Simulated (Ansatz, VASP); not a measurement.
# AsN in two plane-wave programs, part 2 of 2

Aim: how closely do two programs agree when they are given the same cell, functional and k mesh? The cell is invented: As first built, before any earlier steps moved the atoms (in the runner's words): it takes the AsP structure with some of its atoms replaced by other elements, volume scaled by an estimate. It may not be a known or stable phase. The cell is taken from a series of VASP runs on this material, whose earlier steps may have relaxed, scaled or displaced it; both programs get it as it stands.

VASP 6.6.1 and Ansatz 0.2.0.

So far: Set-up; VASP: band structure, HSE06.

## Step 3: Ansatz: band structure, HSE06

Level of this step: Ansatz beside VASP: Kohn-Sham DFT, plane waves, HSE06 (Ansatz).

Ansatz runs on its default PAW (the set named soft_2) files.

The same cell, functional, mesh and smearing now go to Ansatz, which takes its cutoff from its data sets.

The input, input.yaml:

```yaml
crystal:
  lattice:
    - [1.5114398648, 0.8726303735, 3.7032867518]
    - [-1.5114398648, 0.8726303735, 3.7032867518]
    - [0.0, -1.745260747, 3.7032867518]
  atoms:
    - { symbol: As, position: [0.2095845238, 0.2095845238, 0.2095845238] }
    - { symbol: "N", position: [0.7904154762, 0.7904154762, 0.7904154762] }
hamiltonian:
  xc: { exchange: pbe, correlation: pbe, exx: { coeff: 0.25, omega: 0.2 } }
  pseudopotentials: { kind: paw }
kpoints:
  mp_grid: { grid: [5, 5, 5] }
  band_path:
    path:
      - [0.0, 0.0, 0.0]
      - [0.4, 0.0, 0.0]
      - [0.5, 0.0, 0.0]
      - [0.5, 0.12221, -0.12221]
      - [0.67779, 0.5, 0.32221]
      - [0.55926, 0.5, 0.44074]
      - [0.4, 0.4, 0.4]
      - [0.0, 0.0, 0.0]
      - [0.28147, 0.0, -0.28147]
      - [0.55926, 0.44074, 0.0]
      - [0.55926, 0.55926, 0.08147]
      - [0.61853, 0.61853, 0.26295]
      - [0.5, 0.0, 0.0]
      - [0.79632, 0.35184, 0.35184]
    npoints: 1
scf:
  occupations: { method: gaussian, width: 0.02 }
  n_extra_bands: 7
output:
  forces: true
  stress: true
  eigenvalues: true
```

Run with:

```sh
ansatz run input.yaml --threads 4 --pin off --max-ram 9216MiB --backend cpu --events-out ev --progress --plain --runs-dir out
```

Numbers of over 12 decimals in the logs are rounded to 6 here.

Log:

```text
Warning: output.stress: scf.convergence.dr2_threshold = 1e-7 eV (the SCF's general default) is looser than the 2e-10 eV advised for a printed stress (1e-10 eV for each atom of the cell: 2). What an SCF threshold leaves in a stress goes as its square root, and in the free energy as the threshold itself, and one threshold admits the most on a small cell: [figures from the program's tests cut] Set scf.convergence.dr2_threshold to 2e-10 eV or tighter. The threshold is an SCF's pass mark: one that does not reach it within its budget of iterations ends unconverged, or closes short of it on a stop that the run arms, and scf.convergence.dr2_threshold's page says what that costs each kind of run
Warning: output.stress: scf.exx.energy_threshold = 1e-6 eV is looser than the 2e-8 eV advised for a stress under a hybrid functional (1e-8 eV for each atom of the cell: 2). Every SCF of the exchange loop can meet its threshold on dr2 while the loop round them stops early: no threshold on dr2 bounds what that leaves in the stress. Set scf.exx.energy_threshold to 2e-8 eV or tighter. The threshold is the loop's pass mark: a loop that does not reach it within its budget of cycles ends unconverged, and scf.exx.energy_threshold's page has the law
scf.n_extra_bands = 7 over 10 filled bands (N_el = 20.0): the run solves 17 bands
Engine: ansatz 0.2.0, aarch64-unknown-linux-gnu
Pseudopotentials: kind: paw
Pseudopotential: As, paw, valence charge 15, recommended cutoff 420 eV (normal), As.paw.azcp
Pseudopotential: N, paw, valence charge 5, recommended cutoff 420 eV (normal), N.paw.azcp
Functional definition: unnamed
  parameter a_1 = 0.25
  parameter omega_1 = 0.2/angstrom
  exchange = pbe_x + (-a_1)*pbe_x_sr(omega_1) + a_1*exact_x_sr(omega_1)
  correlation = pbe_c
Crystal: 2 atoms, lattice volume = 29.306 Å³
Basis set: ecut = 420 eV, 559 PW (Γ), exchange–correlation on 60×60×60 points (8 copies of the dense FFT grid, shifted against one another)
Bands: 17, of which v1, the nominal top of the filled ones, is band 10 counted from 1 (9 counted from 0)
Symmetry: 6 space group operations
Space group: R3m (ITA 160), of the structure as read, at distance tolerance 3.1e-5 Å
k-points: 19 of 125 (time reversal used)
Non-local potential: As, projectors of the file, l = 0: 2, l = 1: 2, l = 2: 3, l = 3: 1
Non-local potential: N, projectors of the file, l = 0: 2, l = 1: 2, l = 2: 1
PAW form: soft (Blöchl's): semilocal exchange-correlation on the pseudo side does not see the compensation charge
PAW frozen core: As, regenerated for the run's functional, and the local potential with it (the file was generated under x = pbe(κ = 0.804, μ = 0.219515), c = pbe(β = 0.066725))
PAW frozen core: N, regenerated for the run's functional, and the local potential with it (the file was generated under x = pbe(κ = 0.804, μ = 0.219515), c = pbe(β = 0.066725))
PAW one-centre angular grid: As, 590 points (default); XC on 64 Gauss nodes
PAW one-centre angular grid: N, 110 points (default); XC on 64 Gauss nodes
Initial density: superposition of atomic densities (neutral atoms: chi_scale 0, normalization atom), corrected by the library's trained network
Initial wavefunctions: pseudopotential atomic-orbital guess
Functional: x = pbe(κ = 0.804, μ = 0.219515), c = pbe(β = 0.066725), warm-up for x = pbe(κ = 0.804, μ = 0.219515) + 0.25 (exact − pbe) at short range (hse, ω = 0.2 Å⁻¹), c = pbe(β = 0.066725)
SCF iter   1: F=—  HF=-5238.817184 eV  |F-HF|=—  |Δ(HF+E_count)|=         —  Δρ=4.15e-3  dr2=3.43e-3  ethr=1.77e-3  ⟨swp⟩=8.7  Hψ=1479  notcnv=0
preconditioner: auto → none  [insulator: Δε(μ)=0.234 eV  Ē_g=16.599 eV  σ=0.020 eV  W_gap=1.00  n_scr=8 (ndim 8)  ℏωp=21.7 eV  f_vac=0.016  D(μ)=0.00/eV (n_scr^D=0)]
SCF iter   2: F=—  HF=-5238.817181 eV  |F-HF|=—  |Δ(HF+E_count)|=   2.70e-6  Δρ=2.16e-3  dr2=1.19e-3  ethr=1.72e-5  ⟨swp⟩=4.3  Hψ=842  notcnv=0  defer=4
SCF iter   3: F=—  HF=-5238.817188 eV  |F-HF|=—  |Δ(HF+E_count)|=   6.54e-6  Δρ=1.35e-3  dr2=4.39e-4  ethr=5.97e-6  ⟨swp⟩=3.1  Hψ=702  notcnv=0  defer=1
SCF iter   4: F=—  HF=-5238.817198 eV  |F-HF|=—  |Δ(HF+E_count)|=   1.01e-5  Δρ=5.37e-4  dr2=4.93e-5  ethr=2.20e-6  ⟨swp⟩=2.1  Hψ=536  notcnv=0  defer=1
iter 5 solved again at ethr=6.73e-9 eV; its pass at ethr=2.46e-7 eV (dr2=1.35e-6 eV) is discarded
SCF iter   5: F=-5238.817227 eV  HF=-5238.817228 eV  |F-HF|=6.54e-7  |Δ(HF+E_count)|=   3.01e-5  Δρ=1.13e-4  dr2=1.44e-6  ethr=6.73e-9  ⟨swp⟩=4.0  Hψ=1276  notcnv=0
SCF 1 stopped early in 5 iterations: F = -5238.817227 eV  dr2 = 1.44e-6
  greatest PAW one-centre occupation: 0.999 electrons in one spin orbital (limit 2), on the As atom at site 0 (counted from 0), in its partial waves of l = 2
Initial density: handed on by an earlier stage of this run
Initial wavefunctions: those handed on with the density
Functional: x = pbe(κ = 0.804, μ = 0.219515) + 0.25 (exact − pbe) at short range (hse, ω = 0.2 Å⁻¹), c = pbe(β = 0.066725)
[...]
SCF iter   2: F=—  HF=-5239.577529 eV  |F-HF|=—  |Δ(HF+E_count)|=   1.07e-2  Δρ=4.05e-3  dr2=3.31e-3  ethr=7.21e-8  ⟨swp⟩=4.2  Hψ=1092  notcnv=0
SCF iter   3: F=—  HF=-5239.576734 eV  |F-HF|=—  |Δ(HF+E_count)|=   7.95e-4  Δρ=9.31e-4  dr2=1.31e-3  ethr=7.21e-8  ⟨swp⟩=4.0  Hψ=1026  notcnv=0
SCF iter   4: F=—  HF=-5239.585459 eV  |F-HF|=—  |Δ(HF+E_count)|=   8.72e-3  Δρ=1.38e-3  dr2=3.37e-4  ethr=7.21e-8  ⟨swp⟩=4.0  Hψ=1068  notcnv=0
[...]
SCF 2 stopped early in 8 iterations: F = -5239.585489 eV  dr2 = 2.18e-6
  Residual-converged pass: ⟨swp⟩=3.5  Hψ=719  notcnv=0  max |occ|·‖R‖ = 6.7e-6 eV (tolerance 6.7e-6 eV)  dr2=2.17e-6  dr2_onsite=3.33e-8  max |Δocc| = 1.0e-237
hybrid outer 1: dexx = +1.009e-2 eV, tail = 8.01e-5 eV
Exchange kernel: α = 0.2500, screened, ω = 0.2000 Å⁻¹, Wigner–Seitz truncation, v(0) = 1106.9796 eV·Å³, q-mesh 5×5×5, nearest image of the exchange supercell L = 15.11 Å, pair-density grid 18×18×18, without the augmentation charges, whose exchange is taken in its separable form by FFT convolution over the k-point mesh (sized by the pseudopotential files, 18×18×30 at the most), smooth part of the exact exchange by density-matrix convolution
Frozen-core exchange: fock
SCF iter   1: F=—  HF=-5239.585679 eV  |F-HF|=—  |Δ(HF+E_count)|=         —  Δρ=1.06e-4  dr2=1.93e-6  ethr=2.00e-6  ⟨swp⟩=3.0  Hψ=693  notcnv=0
preconditioner: auto → none  [insulator: Δε(μ)=0.925 eV  Ē_g=18.593 eV  σ=0.020 eV  W_gap=1.00  n_scr=8 (ndim 8)  ℏωp=21.7 eV  f_vac=0.017  D(μ)=0.00/eV (n_scr^D=0)]
SCF iter   2: F=—  HF=-5239.585679 eV  |F-HF|=—  |Δ(HF+E_count)|=   6.32e-7  Δρ=3.06e-5  dr2=2.53e-7  ethr=8.57e-9  ⟨swp⟩=4.0  Hψ=810  notcnv=0
SCF iter   3: F=—  HF=-5239.585680 eV  |F-HF|=—  |Δ(HF+E_count)|=   7.64e-7  Δρ=1.37e-5  dr2=6.22e-8  ethr=4.63e-10  ⟨swp⟩=3.4  Hψ=753  notcnv=0
SCF iter   4: F=—  HF=-5239.585680 eV  |F-HF|=—  |Δ(HF+E_count)|=   1.25e-8  Δρ=4.10e-6  dr2=7.43e-9  ethr=1.93e-10  ⟨swp⟩=2.1  Hψ=598  notcnv=0
SCF iter   5: F=—  HF=-5239.585680 eV  |F-HF|=—  |Δ(HF+E_count)|=   2.29e-8  Δρ=4.58e-6  dr2=6.39e-9  ethr=1.05e-11  ⟨swp⟩=3.9  Hψ=831  notcnv=0
SCF iter   6: F=—  HF=-5239.585680 eV  |F-HF|=—  |Δ(HF+E_count)|=   3.81e-9  Δρ=2.03e-6  dr2=6.42e-10  ethr=1.05e-11  ⟨swp⟩=3.0  Hψ=674  notcnv=0
SCF iter   7: F=—  HF=-5239.585680 eV  |F-HF|=—  |Δ(HF+E_count)|=  9.78e-10  Δρ=4.65e-7  dr2=3.17e-10  ethr=2.04e-12  ⟨swp⟩=4.0  Hψ=798  notcnv=0
SCF iter   8: F=-5239.585680 eV  HF=-5239.585680 eV  |F-HF|=8.55e-11  |Δ(HF+E_count)|=   1.32e-9  Δρ=8.89e-7  dr2=9.95e-11  ethr=1.00e-12  ⟨swp⟩=3.0  Hψ=605  notcnv=0
SCF 3 converged in 8 iterations: F = -5239.585680 eV  dr2 = 9.95e-11
  Residual-converged pass: ⟨swp⟩=3.0  Hψ=633  notcnv=0  max |occ|·‖R‖ = 3.0e-7 eV (tolerance 3.3e-7 eV)  dr2=9.99e-11  dr2_onsite=6.22e-11  max |Δocc| = 4.0e-242
hybrid outer 2: dexx = +1.061e-6 eV, tail = 3.60e-8 eV, Δε = 2.02e-3 eV (about 7.59e-5 eV left of the loop's levels), ΔF = 4.10e-3 eV/Å (tail 1.10e-3)
Exchange kernel: α = 0.2500, screened, ω = 0.2000 Å⁻¹, Wigner–Seitz truncation, v(0) = 1106.9796 eV·Å³, q-mesh 5×5×5, nearest image of the exchange supercell L = 15.11 Å, pair-density grid 18×18×18, without the augmentation charges, whose exchange is taken in its separable form by FFT convolution over the k-point mesh (sized by the pseudopotential files, 18×18×30 at the most), smooth part of the exact exchange by density-matrix convolution
Frozen-core exchange: fock
SCF iter   1: F=—  HF=-5239.585680 eV  |F-HF|=—  |Δ(HF+E_count)|=         —  Δρ=3.09e-6  dr2=1.10e-9  ethr=9.00e-10  ⟨swp⟩=3.9  Hψ=701  notcnv=0
SCF iter   2: F=-5239.585680 eV  HF=-5239.585680 eV  |F-HF|=2.00e-11  |Δ(HF+E_count)|=  3.46e-11  Δρ=7.96e-7  dr2=1.67e-10  ethr=4.90e-12  ⟨swp⟩=4.0  Hψ=801  notcnv=0
SCF 4 converged in 2 iterations: F = -5239.585680 eV  dr2 = 1.67e-10
  Residual-converged pass: ⟨swp⟩=2.7  Hψ=539  notcnv=0  max |occ|·‖R‖ = 3.2e-7 eV (tolerance 3.3e-7 eV)  dr2=1.67e-10  dr2_onsite=3.35e-11  max |Δocc| = 3.2e-243
hybrid outer 3: dexx = +3.827e-10 eV, tail = 4.10e-10 eV, Δε = 3.44e-5 eV (about 6.88e-6 eV left of the loop's levels), ΔF = 4.94e-4 eV/Å (tail 4.58e-4)
NSCF: frozen V_eff on 14 k-points
hybrid SCF converged: 3 outer / 18 inner (+5 warm-up), last move |dexx| = 3.83e-10 eV, tail = 4.10e-10 eV
Stability not checked: this state was not tested for a lower state beside it, because the functional holds exact exchange (a hybrid, or Hartree-Fock), whose exchange loop this test does not read (fock_operator; see scf.lower_state_search)
Free energy (F): -5239.585680 eV
Frozen-core exchange: fock
Harris-Foulkes:  -5239.585680 eV  (|F-HF|=2.00e-11)
Internal energy: -5239.585680 eV  (E = F + TS)
E sigma→0 (E₀):  -5239.585680 eV
Fermi energy:    9.913496 eV
--- Per-component energies (eV) ---
  E_band       = -299.518074
  E_kinetic    = 228.858083
  E_local      = -1978.317495  (includes V_loc(G=0)·N_el)
  E_nonlocal   = -625.114707
  E_hartree    = 1033.739856
  E_xc         = -111.525599
  E_vxc        = -123.482182  (∫ρ·V_xc dr)
  E_exx        = -74.422985  (= α·E_x^exact, valence–valence)
  E_paw        = -1913.632598  (= ΣΔE_a)
  E_vpaw       = 279.904406  (= ΣTr[D̂ρ^β])
  E_aug_tail   = 0.000095  (compensation charges beyond the density's cutoff)
  E_ewald      = -1798.388030
  E_core_change = -0.782300  (= ΣΔE_core)
  E_smearing   = -0.000000  (= −TS)
  E_closure    = 0.000000  (closes the sum)
  Σ components = -5239.585680   (vs F -5239.585680, Δ=0.00e0)
--- Forces (eV/Å), atoms counted from 1 ---
  atom   1  As     0.00000000    -0.00000000    -0.87382900
  atom   2  N     -0.00000000     0.00000000     0.87380447
  max |Σ_I F_I| component: 2.45e-5 eV/Å
--- Stress (GPa, compression-positive) ---
       -7.486533      -0.000000      -0.000000
       -0.000000      -7.486533       0.000000
       -0.000000       0.000000      -0.612321
  P = ⅓ Tr σ = -5.1951 GPa (-51.951 kbar)
--- Band table (eV; the first three rows and the last of 19) ---
  k-point 0: bands = [... 6 lower, 0.8984, 6.0211, 6.3624, 6.3624, 12.3681, 15.6739, 15.6739, 20.7731, ... 3 higher]
  k-point 1: bands = [... 6 lower, 0.3301, 4.2207, 5.6375, 6.8631, 12.7928, 14.8305, 16.0108, 19.1815, ... 3 higher]
  k-point 2: bands = [... 6 lower, -2.5480, 4.1080, 4.7012, 7.9091, 10.3760, 14.2265, 15.8210, 19.6480, ... 3 higher]
  k-point 18: bands = [... 6 lower, -1.0487, 3.2605, 5.5797, 9.4510, 12.4855, 14.9512, 15.9174, 21.4967, ... 3 higher]
```

Wall time 28 s (4 threads of Arm Neoverse V1, shared host); peak memory 0.72 GiB; 100 s of CPU time.

Reading the cycles: dr2 is the Hartree energy of the density residual (eV), the measure of convergence; HF is the Harris–Foulkes estimate of the energy, which meets the free energy F at convergence.

## Step 4: Side by side

Known differences besides the potentials themselves: exact exchange at q = 0 is treated differently, which shows on coarse meshes; VASP keeps PBE cores, Ansatz makes them for the functional; the data sets hold 20 valence electrons in Ansatz (default PAW (the set named soft_2) files) and 10 in VASP; the cutoff is 420 eV in Ansatz and 520 eV in VASP; VASP takes a coarser grid for exact exchange (PRECFOCK = Fast). Total energies have different zeros and are not compared.

The two programs side by side:

| quantity | Ansatz | VASP | difference |
| --- | --- | --- | --- |
| gap over the path points (eV) | 0.298 | 0.294 | +0.005 |

Forces (eV/Å; atoms numbered as in POSCAR):

| atom | Ansatz x, y, z | VASP x, y, z |
| --- | --- | --- |
| As1 | 0.000, 0.000, -0.874 | 0.000, 0.000, -0.806 |
| N2 | 0.000, 0.000, 0.874 | 0.000, 0.000, 0.806 |

Levels at points of the path, from each program's valence-band top (eV; 4 filled, then empty):

| k (reciprocal lattice) | Ansatz | VASP |
| --- | --- | --- |
| 0.000 0.000 0.000 | -8.84 -3.71 -3.37 -3.37 2.63 5.94 5.94 | -8.82 -3.70 -3.39 -3.39 2.58 5.89 5.89 |
| 0.400 0.000 0.000 | -12.28 -5.62 -5.03 -1.82 0.64 4.49 6.09 | -12.31 -5.61 -5.05 -1.81 0.64 4.46 6.07 |
| 0.500 0.000 0.000 | -13.05 -5.41 -5.17 -1.75 0.30 4.24 6.01 | -13.09 -5.40 -5.19 -1.74 0.29 4.21 5.99 |
| 0.500 0.122 -0.122 | -12.75 -7.98 -4.67 -2.64 1.76 4.84 6.39 | -12.80 -7.99 -4.66 -2.63 1.77 4.84 6.35 |
| 0.678 0.500 0.322 | -10.93 -7.33 -5.88 -1.00 3.75 4.76 6.68 | -10.95 -7.33 -5.90 -0.99 3.73 4.73 6.66 |
| 0.559 0.500 0.441 | -11.06 -4.55 -3.64 0.00 2.60 4.87 5.74 | -11.04 -4.58 -3.66 0.00 2.57 4.84 5.70 |
| 0.400 0.400 0.400 | -11.03 -3.36 -3.36 -0.54 2.07 5.50 5.50 | -11.01 -3.38 -3.38 -0.55 2.04 5.45 5.45 |
| 0.000 0.000 0.000 | -8.84 -3.71 -3.37 -3.37 2.63 5.94 5.94 | -8.82 -3.70 -3.39 -3.39 2.58 5.89 5.89 |
| 0.281 0.000 -0.281 | -12.50 -7.96 -4.57 -2.76 1.92 4.36 6.65 | -12.54 -7.97 -4.56 -2.75 1.93 4.37 6.61 |
| 0.559 0.441 0.000 | -12.60 -6.99 -5.38 -3.94 2.77 6.34 6.38 | -12.64 -6.99 -5.38 -3.92 2.75 6.30 6.36 |

The forces differ by 39 meV/Å r.m.s., which is 8.4 % of the r.m.s. force of 0.47 eV/Å (both taken over all components). Among the levels compared at these points, filled levels agree within 46 meV and empty ones within 57 meV.

## Step 5: What the set-up changes

Further runs change the set-up of one program: Ansatz's method, potentials or start, or VASP's data sets, cutoff or form of LDA. The table gives Ansatz less VASP for each quantity, since a change that brings one quantity closer may part another.

| run | r.m.s. force difference (meV/Å) | gap over the path points (eV) |
| --- | --- | --- |
| as above | 39 | 0.0049 |
| cores kept as stored | 40 | 0.0058 |

## Step 6: Results

| Property | Result |
| --- | --- |
| r.m.s. force difference (band structure, HSE06) | 8.4 % of the r.m.s. force |

In words: The r.m.s. force difference is 8.4 % of the r.m.s. force (band structure, HSE06), beyond the 3 % picked in this series as the mark of a large difference. For band structure, HSE06, no further run moves any of the tabulated differences by more than a quarter of its size. 2 further runs of this series are not shown here. Such differences can come from data sets, numerical settings and the points named under the comparisons, not from the functional's error against experiment.

[Lines on the potential files, build, host, timing and source positions are cut from VASP's logs without a mark.]

[Logs are printed without paths, hosts, clocks, repeated set-up lines and the standing remarks that a program may print on its own settings, such as how far it seeks lower states.]

[Hosts, paths, dates, database ids (printed as entryN), source tags and the programs' standing remarks are cut or masked in the printed files.]
